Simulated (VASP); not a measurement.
# Be3ZnTe4 (P1) in VASP: relaxation of cell and atoms with PBE

Aim: the relaxation of cell and atoms of Be3ZnTe4 with PBE.

Program: VASP 6.6.1. These are calculated values, not measurements. Logs are shortened: lines on timing, memory, paths and dates and some standing lists are left out, and cuts for length are marked.

## 1. Starting point

The typed cell holds 8 atoms: a = 7.106 Å, b = 7.183 Å, c = 7.097 Å, α = 133.43°, β = 131.62°, γ = 69.62°.

The cell was built by a generator and needn't be a form met in nature.

## 2. Relaxation of cell and atoms, PBE

INCAR reads:

```
PREC     = Normal         # precision mode
ENCUT    = 520            # plane-wave cutoff, eV
EDIFF    = 1E-5           # SCF threshold, eV
ISMEAR   = 0              # smearing method
SIGMA    = 0.05           # smearing width, eV
LREAL    = Auto         
LASPH    = T              # aspherical terms in the spheres
NELM     = 80             # most SCF steps
ALGO     = Fast           # electronic algorithm
ISIF     = 3              # what is computed and relaxed
LWAVE    = F              # write WAVECAR
LCHARG   = F              # write CHGCAR
GGA      = PE             # functional
IBRION   = 2              # ionic algorithm
NSW      = 110            # ionic steps
EDIFFG   = -0.03          # ionic threshold
ISYM     = 0            
KPAR     = 2
```

KPOINTS reads:

```
Automatic mesh
0
Gamma
  4 4 4
```

POSCAR reads:

```
Be3ZnTe4
1.0
   -2.8032110700      2.9161544800      5.8422721900
    2.8766012400     -2.9380725800      5.8900611000
    2.7690213300      2.9038828500     -5.8532622300
Be Zn Te
3 1 4
Direct
    0.4970237100      0.4869782800      0.9840399600
    0.7398251500      0.2243931200      0.4895864400
    0.2493499900      0.7386415400      0.4853354000
    0.9992478300      0.0040484300      0.0184014700
    0.1217033700      0.1227409600      0.4986773500
    0.6176921400      0.5889435500      0.4766529800
    0.8551914400      0.3672097900      0.9999979800
    0.4172875700      0.8354712300      0.9647479700
```

Potentials or basis: VASP PAW PBE potentials, release 64 (Be, Zn, Te).

Launch:

```sh
$ cat potpaw_PBE.64/Be/POTCAR potpaw_PBE.64/Zn/POTCAR potpaw_PBE.64/Te/POTCAR > POTCAR
$ mpirun -np 2 vasp_std > vasp.out
```

OUTCAR:

```text
PREC = Normal
   ENCUT = 520
   EDIFF = 1E-5
   ISMEAR = 0
   LREAL = Auto
   LASPH = T
   NELM = 80
   ISIF = 3
   GGA = PE
   IBRION = 2
   NSW = 110
   EDIFFG = -0.03
   ISYM = 0

 ion  position               nearest neighbor table
   1  0.497  0.487  0.984-   7 2.34   8 2.45   5 2.47   6 2.54
   2  0.740  0.224  0.490-   8 2.40   6 2.50   5 2.52   7 2.53
   3  0.249  0.739  0.485-   8 2.33   6 2.48   5 2.54   7 2.57
   4  0.999  0.004  0.018-   5 2.38   7 2.51   6 2.65   8 2.97
   5  0.122  0.123  0.499-   4 2.38   1 2.47   2 2.52   3 2.54
   6  0.618  0.589  0.477-   3 2.48   2 2.50   1 2.54   4 2.65   8 3.68
   7  0.855  0.367  1.000-   1 2.34   4 2.51   2 2.53   3 2.57
   8  0.417  0.835  0.965-   3 2.33   2 2.40   1 2.45   4 2.97   6 3.68

IMPORTANT INFORMATION: All symmetrisations will be switched off!
NOSYMM: (Re-)initialisation of all symmetry stuff for point group C_1.

----------------------------------------------------------------------------------------

                                     Primitive cell

  volume of cell :     192.7336

  direct lattice vectors                    reciprocal lattice vectors
    -2.803211070  2.916154480  5.842272190     0.000483890  0.171984597  0.085552808
     2.876601240 -2.938072580  5.890061100     0.176587244  0.001196227  0.084132152
     2.769021330  2.903882850 -5.853262230     0.178180412  0.172865428 -0.000791642

  length of vectors
     7.105919617  7.183308774  7.096526859     0.192089090  0.195608550  0.248256605

  position of ions in fractional coordinates (direct lattice)
     0.497023710  0.486978280  0.984039960
     0.739825150  0.224393120  0.489586440
     0.249349990  0.738641540  0.485335400
     0.999247830  0.004048430  0.018401470
     0.121703370  0.122740960  0.498677350
     0.617692140  0.588943550  0.476652980
     0.855191440  0.367209790  0.999997980
     0.417287570  0.835471230  0.964747970

  ion indices of the primitive-cell ions
   primitive index   ion index
                 1           1
                 2           2
                 3           3
                 4           4
                 5           5
                 6           6
                 7           7
                 8           8

----------------------------------------------------------------------------------------

 KPOINTS: Automatic mesh

Automatic generation of k-mesh.
 Grid dimensions read from file:
 generate k-points for:    4    4    4

 Generating k-lattice:

  Cartesian coordinates                     Fractional coordinates (reciprocal lattice)
     0.000120972  0.042996149  0.021388202     0.250000000  0.000000000 -0.000000000
     0.044146811  0.000299057  0.021033038     0.000000000  0.250000000  0.000000000
     0.044545103  0.043216357 -0.000197911     0.000000000 -0.000000000  0.250000000

  Length of vectors
     0.048022273  0.048902137  0.062064151

  Shift w.r.t. Gamma in fractional coordinates (k-lattice)
     0.000000000  0.000000000  0.000000000

 Subroutine IBZKPT returns following result:
 ===========================================

 Found     36 irreducible k-points:

 Following reciprocal coordinates:
            Coordinates               Weight
  0.000000  0.000000  0.000000      1.000000
  0.250000 -0.000000  0.000000      2.000000
  0.500000 -0.000000  0.000000      1.000000
 -0.000000  0.250000  0.000000      2.000000
  0.250000  0.250000  0.000000      2.000000
  0.500000  0.250000  0.000000      2.000000
[... 16 lines left out ...]
 -0.000000 -0.250000  0.250000      2.000000
  0.250000 -0.250000  0.250000      2.000000
 [... further k-points ...]
   k-points           NKPTS =     36   k-points in BZ     NKDIM =     36   number of bands    NBANDS=     26
   number of dos      NEDOS =    301   number of ions     NIONS =      8
   total plane-waves  NPLWV =  64000
   dimension x,y,z NGX =    40 NGY =   40 NGZ =   40
   dimension x,y,z NGXF=    80 NGYF=   80 NGZF=   80
   ions per type =               3   1   4
   NGX,Y,Z   is equivalent  to a cutoff of   9.36,  9.26,  9.37 a.u.
   NGXF,Y,Z  is equivalent  to a cutoff of  18.72, 18.51, 18.74 a.u.
 SYSTEM =  unknown system
   PREC   = normal    normal or accurate (medium, high low for compatibility)
   ISTART =      0    job   : 0-new  1-cont  2-samecut
   ICHARG =      2    charge: 1-file 2-atom 10-const
   ISPIN  =      1    spin polarized calculation?
   LNONCOLLINEAR =      F non collinear calculations
   LSORBIT =      F    spin-orbit coupling
   LASPH  =      T    aspherical Exc in radial PAW
   ENCUT  =  520.0 eV  38.22 Ry    6.18 a.u.  13.21 13.36 13.19*2*pi/ulx,y,z
   NELM   =     80;   NELMIN=  2; NELMDL= -5     # of ELM steps
   EDIFF  = 0.1E-04   stopping-criterion for ELM
   LREAL  =      T    real-space projection
   EDIFFG = -.3E-01   stopping-criterion for IOM
   NSW    =    110    number of steps for IOM
   IBRION =      2    ionic relax: 0-MD 1-quasi-New 2-CG
   NFREE  =      1    steps in history (QN), initial steepest desc. (CG)
   ISIF   =      3    stress and relaxation
   ISYM   =      0    0-nonsym 1-usesym 2-fastsym
   POTIM  = 0.5000    time-step for ionic-motion
   TEBEG  =    0.0;   TEEND  =   0.0 temperature during run
   PSTRESS=    0.0 pullay stress
   NELECT =      42.0000    total number of electrons
   NUPDOWN=      -1.0000    fix difference up-down
   EMIN   =  10.00;   EMAX   =-10.00  energy-range for DOS
   EFERMI =   0.00;   METHOD = LEGACY
   ISMEAR =     0;   SIGMA  =   0.05  broadening in eV -4-tet -1-fermi 0-gaus
   EFERMI_NEDOS =   21; number of points for ismear=-14 and -15
   IALGO  =     68    algorithm
   IMIX   =      4    mixing-type and parameters
     AMIX     =   0.40;   BMIX     =  1.00
     AMIX_MAG =   1.60;   BMIX_MAG =  1.00
  volume/ion in A,a.u.               =      24.09       162.58
  Fermi-wavevector in a.u.,A,eV,Ry     =   0.985157  1.861677 13.204922  0.970534
  Thomas-Fermi vector in A             =   2.116443
   LORBIT       =      0    0 simple, 1 ext, 2 COOP (PROOUT), +10 PAW based schemes
   GGA     = PE    functional components
   LHFCALC =     F    Hartree Fock is set to
   AEXX    =    0.0000 exact exchange contribution
   IVDW    =     0    specifies the selected vdW correction
   LEPSILON=     F    determine dielectric tensor
   LRPA    =     F    only Hartree local field effects (RPA)
 conjugate gradient relaxation of ions
 non-spin polarized calculation
 RMM-DIIS sequential band-by-band and
 Gauss-broadening in eV      SIGMA  =   0.05
  energy-cutoff  :      520.00
  volume of cell :      192.73
 maximum number of plane-waves:      5206
   NGX = 27   NGY = 27   NGZ = 27

--------------------------------------- Ionic step        1  -------------------------------------------

 number of electron      41.9999995 magnetization

 Free energy of the ion-electron system (eV)
  ---------------------------------------------------
  ext. energy  EPLUGINS =         0.00000000
  ---------------------------------------------------
  free energy    TOTEN  =       -27.16563683 eV

  energy without entropy =      -27.16563683  energy(sigma->0) =      -27.16563683

 E-fermi :   4.8945     XC(G=0):  -8.9921

 val. band max:        4.6839866708   @ k =   0.0000   0.0000   0.0000
 cond. band min:       6.3392411891   @ k =   0.5000   0.5000   0.5000
 fundamental gap:      1.6552545183
 Fermi energy:         4.8944704153

 k-point     1 :       0.0000    0.0000    0.0000
  band No.  band energies     occupation
      1      -7.7217      2.00000
      2      -6.2549      2.00000
      3      -6.0556      2.00000
      4      -5.8739      2.00000
      5      -2.5342      2.00000
      6      -2.5122      2.00000
[... 685 lines left out ...]
     25       8.4491      0.00000
     26       9.3378      0.00000

 [... further k-points ...]

------------------------ aborting loop because EDIFF is reached ----------------------------------------

  FORCE on cell =-STRESS in cart. coord.  units (eV):
  Direction    XX          YY          ZZ          XY          YZ          ZX
  --------------------------------------------------------------------------------------
  -------------------------------------------------------------------------------------
  Total        3.3873291      2.3450352      1.1142193      1.5971855     -1.9362413     -1.4842287
  in kB       28.1585704     19.4940719      9.2624075     13.2772633    -16.0958043    -12.3382634
  external PRESSURE =      18.9716833 kB  Pullay stress =       0.0000000 kB
[... 107 lines left out ...]
  FREE ENERGIE OF THE ION-ELECTRON SYSTEM (eV)
  ---------------------------------------------------
  free  energy   TOTEN  =       -27.7228537272 eV

  energy  without entropy=      -27.7228537272  energy(sigma->0) =      -27.72285373

[... ionic steps 4 to 15 ...]

--------------------------------------- Ionic step       16  -------------------------------------------

 number of electron      41.9999987 magnetization

------------------------ aborting loop because EDIFF is reached ----------------------------------------

  FORCE on cell =-STRESS in cart. coord.  units (eV):
  Direction    XX          YY          ZZ          XY          YZ          ZX
  --------------------------------------------------------------------------------------
  -------------------------------------------------------------------------------------
  Total       -0.0061150      0.0084808     -0.0646617      0.0242936     -0.0680882     -0.0407113
  in kB       -0.0502954      0.0697541     -0.5318394      0.1998137     -0.5600220     -0.3348482
  external PRESSURE =      -0.1707936 kB  Pullay stress =       0.0000000 kB
[... 69 lines left out ...]
  energy  without entropy=      -27.9639863907  energy(sigma->0) =      -27.96398639

--------------------------------------- Ionic step       18  -------------------------------------------

 number of electron      41.9999986 magnetization

 Free energy of the ion-electron system (eV)
  ---------------------------------------------------
  ext. energy  EPLUGINS =         0.00000000
  ---------------------------------------------------
  free energy    TOTEN  =       -27.96436365 eV

  energy without entropy =      -27.96436365  energy(sigma->0) =      -27.96436365

 E-fermi :   4.5573     XC(G=0):  -8.9483

 val. band max:        4.3244019591   @ k =   0.0000   0.0000   0.0000
 cond. band min:       6.3252957043   @ k =   0.5000   0.5000   0.5000
 fundamental gap:      2.0008937452
 Fermi energy:         4.5572911778

 k-point     1 :       0.0000    0.0000    0.0000
  band No.  band energies     occupation
      1      -7.6966      2.00000
      2      -6.1208      2.00000
      3      -6.0903      2.00000
      4      -6.0899      2.00000
      5      -2.3660      2.00000
      6      -2.3648      2.00000
[... 685 lines left out ...]
     25       8.3456      0.00000
     26       9.3200      0.00000

 [... further k-points ...]

------------------------ aborting loop because EDIFF is reached ----------------------------------------

  FORCE on cell =-STRESS in cart. coord.  units (eV):
  Direction    XX          YY          ZZ          XY          YZ          ZX
  --------------------------------------------------------------------------------------
  -------------------------------------------------------------------------------------
  Total       -0.0498491     -0.0385000     -0.0607855      0.0014474      0.0133440      0.0176472
  in kB       -0.4097796     -0.3164858     -0.4996818      0.0118981      0.1096929      0.1450669
  external PRESSURE =      -0.4086491 kB  Pullay stress =       0.0000000 kB
[... 23 lines left out ...]
  FREE ENERGIE OF THE ION-ELECTRON SYSTEM (eV)
  ---------------------------------------------------
  free  energy   TOTEN  =       -27.9643636529 eV

  energy  without entropy=      -27.9643636529  energy(sigma->0) =      -27.96436365

 reached required accuracy - stopping structural energy minimisation
```

Wall time 4.4 min (2 MPI ranks of Intel Xeon 6975P-C (Granite Rapids), shared host); peak memory 0.32 GiB.

Results:

| Item | Value |
| --- | --- |
| Free energy | -27.9644 eV |
| Relaxed volume | 24.36 Å³/atom |
| Relaxed cell | a = 7.095 Å, b = 7.095 Å, c = 7.098 Å, α = 131.73°, β = 131.74°, γ = 70.66° |
| Space group after relaxing (to 0.05 Å) | I-42m (No. 121) |
| Energy gained by relaxing | 99.8 meV/atom |
| Ionic steps | 18 |
| Pressure after relaxing | 0.0 GPa |
| Largest force after relaxing | 0.023 eV/Å |
| Band gap on the k mesh | 2.00 eV, indirect (least direct gap 2.10 eV) |

Forces on the atoms (eV/Å):
```
Be   0.001 -0.002  0.005
Be   0.000  0.004  0.011
Be  -0.005 -0.002 -0.007
Zn   0.002  0.001 -0.001
Te  -0.015 -0.002  0.009
Te  -0.009 -0.001 -0.002
Te   0.007 -0.002 -0.001
Te   0.018  0.004 -0.014
```

Step by step:
| step | energy change (eV) | largest force (eV/Å) | pressure (GPa) | volume (Å³) |
| --- | --- | --- | --- | --- |
| 1 | 0.0000 | 2.4544 | 1.90 | 192.73 |
| 2 | -0.5460 | 1.0893 | -1.35 | 200.73 |
| 3 | -0.5572 | 0.9391 | -1.71 | 202.38 |
| 4 | -0.7244 | 0.4786 | -0.40 | 196.06 |
| 5 | -0.7462 | 0.4583 | 0.41 | 193.07 |
| 6 | -0.7760 | 0.2250 | 0.02 | 194.36 |
| 7 | -0.7806 | 0.2182 | -0.09 | 195.13 |
| 8 | -0.7907 | 0.1255 | -0.11 | 195.13 |
| 9 | -0.7920 | 0.1181 | -0.14 | 195.13 |
| 10 | -0.7955 | 0.0809 | 0.10 | 194.29 |
| 11 | -0.7962 | 0.0640 | 0.17 | 193.82 |
| 12 | -0.7951 | 0.0704 | 0.48 | 192.90 |
| 13 | -0.7963 | 0.0577 | 0.27 | 193.61 |
| 14 | -0.7983 | 0.0486 | 0.03 | 194.47 |
| 15 | -0.7984 | 0.0492 | 0.04 | 194.58 |
| 16 | -0.7983 | 0.0584 | -0.02 | 194.79 |
| 17 | -0.7983 | 0.0523 | 0.03 | 194.64 |
| 18 | -0.7987 | 0.0227 | -0.04 | 194.90 |

Final structure:
```cif
data_structure
_symmetry_space_group_name_H-M 'P 1'
_symmetry_Int_Tables_number 1
_cell_length_a 7.0949
_cell_length_b 7.0949
_cell_length_c 7.0984
_cell_angle_alpha 131.731
_cell_angle_beta 131.741
_cell_angle_gamma 70.661
_cell_volume 194.90
loop_
_atom_site_label
_atom_site_type_symbol
_atom_site_fract_x
_atom_site_fract_y
_atom_site_fract_z
_atom_site_occupancy
Be1 Be 0.50003 0.48352 0.99031 1
Be2 Be 0.74862 0.23317 0.48884 1
Be3 Be 0.24938 0.73368 0.48904 1
Zn1 Zn 0.00082 0.98401 0.99104 1
Te1 Te 0.13317 0.11768 0.51856 1
Te2 Te 0.60549 0.58974 0.46245 1
Te3 Te 0.86586 0.37767 0.98903 1
Te4 Te 0.39395 0.84896 0.98817 1
```

Caveat: spin-orbit coupling is left out, which moves the levels of the heavy elements. A k mesh can miss the band edges.
